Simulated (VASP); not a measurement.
Level of theory: optB88-vdW, VASP's PBE PAW potentials (set 64) (plane waves; VASP).

The input files of a VASP run:

INCAR:
```
! general
SYSTEM   = MoS2 monolayer
PREC     = Normal
ENCUT    = 400
LREAL    = .False.
LASPH    = .True.

! electronic loop
EDIFF    = 1E-5
NELM     = 100
NELMIN   = 4
ALGO     = Normal
LMAXMIX  = 4

! smearing
ISMEAR   = 0
SIGMA    = 0.05

! functional
GGA      = BO
LUSE_VDW = .True.
AGGAC    = 0.0
PARAM1   = 0.1833333333
PARAM2   = 0.22

! ions
IBRION   = 2
NSW      = 50
ISIF     = 4
EDIFFG   = -0.03

! output
LWAVE    = .True.
LCHARG   = .False.
```

### POSCAR
```
MoS2 monolayer
1
    3.1924803240     0.0000000000     0.0000000000
   -1.5962401620     2.7647687772     0.0000000000
    0.0000000000     0.0000000000    19.4171678382
Mo S
1 2
Direct
  0.6666670000   0.3333330000   0.5000000000
  0.3333330000   0.6666670000   0.5827550000
  0.3333330000   0.6666670000   0.4172450000
```

### KPOINTS
```
Automatic
0
gamma
 12 12 1
```

POTCAR, in this order: Mo_sv S (PBE.64 set). Program: vasp_std.

What VASP printed:

**OSZICAR**
```
       N       E                     dE             d eps       ncg     rms          rms(c)
DAV:   1     0.131106147140E+03    0.13111E+03   -0.12597E+04   926   0.995E+02
DAV:   2    -0.776885268886E+01   -0.13887E+03   -0.13748E+03   880   0.229E+02
DAV:   3    -0.168640049618E+02   -0.90952E+01   -0.90234E+01   878   0.539E+01
DAV:   4    -0.169806394952E+02   -0.11663E+00   -0.11619E+00   857   0.658E+00
DAV:   5    -0.169836014701E+02   -0.29620E-02   -0.29547E-02   863   0.997E-01    0.210E+01
DAV:   6    -0.159620725377E+02    0.10215E+01   -0.15569E+01   713   0.242E+01    0.902E+00
DAV:   7    -0.156659641685E+02    0.29611E+00   -0.85491E+00   728   0.174E+01    0.564E+00
DAV:   8    -0.154101488424E+02    0.25582E+00   -0.13865E+00   711   0.746E+00    0.184E+00
DAV:   9    -0.154168126417E+02   -0.66638E-02   -0.71080E-02   771   0.168E+00    0.962E-01
DAV:  10    -0.154093282152E+02    0.74844E-02   -0.44340E-02   696   0.135E+00    0.205E-01
DAV:  11    -0.154090923149E+02    0.23590E-03   -0.15032E-03   850   0.280E-01    0.100E-01
DAV:  12    -0.154088155277E+02    0.27679E-03   -0.28367E-04   832   0.980E-02    0.583E-02
DAV:  13    -0.154086782763E+02    0.13725E-03   -0.32512E-04   799   0.103E-01    0.451E-02
DAV:  14    -0.154087722319E+02   -0.93956E-04   -0.73605E-05   809   0.606E-02    0.954E-03
DAV:  15    -0.154089663825E+02   -0.19415E-03   -0.52809E-05   651   0.367E-02    0.406E-03
DAV:  16    -0.154091100531E+02   -0.14367E-03   -0.41343E-05   643   0.578E-02    0.414E-03
DAV:  17    -0.154091061735E+02    0.38796E-05   -0.14492E-05   487   0.297E-02
   1 F= -.15409106E+02 E0= -.15409106E+02  d E =-.154091E+02
       N       E                     dE             d eps       ncg     rms          rms(c)
DAV:   1    -0.154924036894E+02   -0.83294E-01   -0.41478E+00   646   0.168E+01    0.184E+00
DAV:   2    -0.154433288509E+02    0.49075E-01   -0.43913E-01   808   0.390E+00    0.104E+00
DAV:   3    -0.600921890653E+03   -0.58548E+03   -0.58520E+03  1253   0.572E+00    0.427E+01
DAV:   4    -0.139298058609E+02    0.58699E+03   -0.49614E+03   647   0.238E+02    0.513E+00
DAV:   5    -0.152161009996E+02   -0.12863E+01   -0.96583E-01   675   0.330E+00    0.118E+00
DAV:   6    -0.153939491119E+02   -0.17785E+00   -0.63696E-02   773   0.136E+00    0.383E-01
DAV:   7    -0.154188743665E+02   -0.24925E-01   -0.10031E-02   885   0.592E-01    0.801E-02
DAV:   8    -0.154229119674E+02   -0.40376E-02   -0.67681E-04   764   0.192E-01    0.528E-02
DAV:   9    -0.154238954873E+02   -0.98352E-03   -0.18278E-04   790   0.113E-01    0.482E-02
DAV:  10    -0.154253260239E+02   -0.14305E-02   -0.27278E-03   672   0.310E-01    0.537E-02
DAV:  11    -0.154243198819E+02    0.10061E-02   -0.38182E-03   658   0.432E-01    0.557E-02
DAV:  12    -0.154245574335E+02   -0.23755E-03   -0.69953E-05   673   0.441E-02    0.574E-02
DAV:  13    -0.154246471107E+02   -0.89677E-04   -0.75142E-05   736   0.353E-02    0.593E-02
DAV:  14    -0.154246114322E+02    0.35679E-04   -0.68458E-05   595   0.635E-02    0.599E-02
DAV:  15    -0.154245514961E+02    0.59936E-04   -0.31718E-05   559   0.476E-02    0.597E-02
DAV:  16    -0.154247108301E+02   -0.15933E-03   -0.25511E-05   546   0.388E-02    0.597E-02
DAV:  17    -0.154247165322E+02   -0.57021E-05   -0.56488E-06   547   0.215E-02
   2 F= -.15424717E+02 E0= -.15424717E+02  d E =-.156104E-01
       N       E                     dE             d eps       ncg     rms          rms(c)
DAV:   1    -0.154353009542E+02   -0.10590E-01   -0.45129E-01   650   0.560E+00    0.599E-01
DAV:   2    -0.154308948847E+02    0.44061E-02   -0.54255E-02   802   0.135E+00    0.402E-01
DAV:   3    -0.154297174491E+02    0.11774E-02   -0.11715E-02   702   0.714E-01    0.246E-01
DAV:   4    -0.154296560368E+02    0.61412E-04   -0.17640E-03   774   0.270E-01    0.144E-01
DAV:   5    -0.154299968045E+02   -0.34077E-03   -0.61044E-04   828   0.154E-01    0.407E-02
DAV:   6    -0.154301786910E+02   -0.18189E-03   -0.67694E-05   649   0.652E-02    0.249E-02
DAV:   7    -0.154303246448E+02   -0.14595E-03   -0.51866E-05   597   0.503E-02    0.746E-03
DAV:   8    -0.154303496837E+02   -0.25039E-04   -0.95925E-06   583   0.251E-02    0.280E-03
DAV:   9    -0.154303718253E+02   -0.22142E-04   -0.11135E-05   473   0.301E-02    0.208E-03
DAV:  10    -0.154304114111E+02   -0.39586E-04   -0.63839E-06   463   0.220E-02    0.101E-03
DAV:  11    -0.154304283575E+02   -0.16946E-04   -0.41571E-06   464   0.161E-02    0.611E-04
DAV:  12    -0.154304454750E+02   -0.17118E-04   -0.69359E-06   484   0.249E-02    0.603E-04
DAV:  13    -0.154304648947E+02   -0.19420E-04   -0.33773E-06   471   0.177E-02    0.243E-04
DAV:  14    -0.154304729481E+02   -0.80534E-05   -0.35942E-06   472   0.185E-02
   3 F= -.15430473E+02 E0= -.15430473E+02  d E =-.213668E-01
       N       E                     dE             d eps       ncg     rms          rms(c)
DAV:   1    -0.154306420355E+02   -0.17714E-03   -0.64890E-03   646   0.670E-01    0.720E-02
DAV:   2    -0.154306570953E+02   -0.15060E-04   -0.78582E-04   769   0.165E-01    0.471E-02
DAV:   3    -0.154306292524E+02    0.27843E-04   -0.18467E-04   695   0.942E-02    0.294E-02
DAV:   4    -0.154305930301E+02    0.36222E-04   -0.47296E-05   568   0.595E-02    0.180E-02
DAV:   5    -0.154305604751E+02    0.32555E-04   -0.26679E-05   510   0.350E-02    0.606E-03
DAV:   6    -0.154305368665E+02    0.23609E-04   -0.13946E-05   492   0.261E-02    0.315E-03
DAV:   7    -0.154305332038E+02    0.36627E-05   -0.56364E-06   465   0.289E-02
   4 F= -.15430533E+02 E0= -.15430533E+02  d E =-.214270E-01
       N       E                     dE             d eps       ncg     rms          rms(c)
DAV:   1    -0.154353063259E+02   -0.47695E-02   -0.21717E-01   646   0.359E+00    0.498E-01
DAV:   2    -0.154329690692E+02    0.23373E-02   -0.24788E-02   688   0.993E-01    0.285E-01
DAV:   3    -0.154322627790E+02    0.70629E-03   -0.34231E-03   655   0.410E-01    0.925E-02
DAV:   4    -0.154320969834E+02    0.16580E-03   -0.10499E-03   842   0.191E-01    0.790E-02
DAV:   5    -0.154320717183E+02    0.25265E-04   -0.15712E-04   800   0.773E-02    0.137E-02
DAV:   6    -0.154320869255E+02   -0.15207E-04   -0.16400E-05   487   0.324E-02    0.102E-02
DAV:   7    -0.154321132168E+02   -0.26291E-04   -0.12516E-05   497   0.296E-02    0.333E-03
DAV:   8    -0.154321496777E+02   -0.36461E-04   -0.44981E-06   435   0.231E-02    0.249E-03
DAV:   9    -0.154322022124E+02   -0.52535E-04   -0.63579E-06   565   0.167E-02    0.118E-03
DAV:  10    -0.154322669210E+02   -0.64709E-04   -0.84650E-06   594   0.199E-02    0.117E-03
DAV:  11    -0.154322988425E+02   -0.31922E-04   -0.56256E-06   494   0.245E-02    0.121E-03
DAV:  12    -0.154323223787E+02   -0.23536E-04   -0.43562E-06   455   0.220E-02    0.880E-04
DAV:  13    -0.154323220948E+02    0.28388E-06   -0.44538E-06   447   0.222E-02
   5 F= -.15432322E+02 E0= -.15432322E+02  d E =-.178889E-02
       N       E                     dE             d eps       ncg     rms          rms(c)
DAV:   1    -0.154564031044E+02   -0.24081E-01   -0.15616E+00   646   0.963E+00    0.139E+00
DAV:   2    -0.154414019697E+02    0.15001E-01   -0.18142E-01   686   0.268E+00    0.781E-01
DAV:   3    -0.154357515797E+02    0.56504E-02   -0.24823E-02   654   0.112E+00    0.255E-01
DAV:   4    -0.154344544853E+02    0.12971E-02   -0.74641E-03   808   0.545E-01    0.228E-01
DAV:   5    -0.154340811083E+02    0.37338E-03   -0.13120E-03   790   0.227E-01    0.355E-02
DAV:   6    -0.154340146621E+02    0.66446E-04   -0.11293E-04   837   0.701E-02    0.287E-02
DAV:   7    -0.154339781525E+02    0.36510E-04   -0.58018E-05   755   0.428E-02    0.108E-02
DAV:   8    -0.154339878102E+02   -0.96577E-05   -0.76110E-06   420   0.210E-02
   6 F= -.15433988E+02 E0= -.15433988E+02  d E =-.345461E-02
```

**OUTCAR**
```
------------------------ aborting loop because EDIFF is reached ----------------------------------------
  FORCE on cell =-STRESS in cart. coord.  units (eV):
  Direction    XX          YY          ZZ          XY          YZ          ZX
  --------------------------------------------------------------------------------------
  Total       -0.1165756     -0.1165756     -0.0267605      0.0000000     -0.0000000      0.0000000
  in kB       -1.0897965     -1.0897963     -0.2501685      0.0000000     -0.0000000      0.0000000
  external PRESSURE =      -0.8099205 kB  Pullay stress =       0.0000000 kB
  volume of cell :      171.39
      direct lattice vectors                 reciprocal lattice vectors
     3.190429737 -0.000000000  0.000000000     0.313437399  0.180963184  0.000000000
    -1.595214868  2.762992947 -0.000000000     0.000000000  0.361926367  0.000000000
     0.000000000 -0.000000000 19.442135666    -0.000000000  0.000000000  0.051434679
 POSITION                                       TOTAL-FORCE (eV/Angst)
 -----------------------------------------------------------------------------------
      1.59522      0.92100      9.72107         0.000000      0.000000     -0.000000
     -0.00000      1.84200     11.28976        -0.000000      0.000000      0.013694
     -0.00000      1.84200      8.15237         0.000000     -0.000000     -0.013694
 -----------------------------------------------------------------------------------
    total drift:                               -0.001303      0.000755      0.000000
  FREE ENERGIE OF THE ION-ELECTRON SYSTEM (eV)
  ---------------------------------------------------
  free  energy   TOTEN  =       -15.4339878102 eV

  energy  without entropy=      -15.4339878102  energy(sigma->0) =      -15.43398781

 reached required accuracy - stopping structural energy minimisation
```
(Selected blocks of OUTCAR.)

### CONTCAR
```
MoS2 monolayer
   1.00000000000000
     3.1904297368590240   -0.0000000000000000    0.0000000000000000
    -1.5952148684295120    2.7629929471314978   -0.0000000000000000
     0.0000000000000000   -0.0000000000000000   19.4421356660255782
  Mo              S
     1     2
Direct
     0.6666669999999968    0.3333330000000032    0.5000000000000000
     0.3333330000000032    0.6666669999999968    0.5806853192922319
     0.3333330000000032    0.6666669999999968    0.4193146807077682
```

The cell is a sheet with vacuum, built from MoS2 (2H layered).
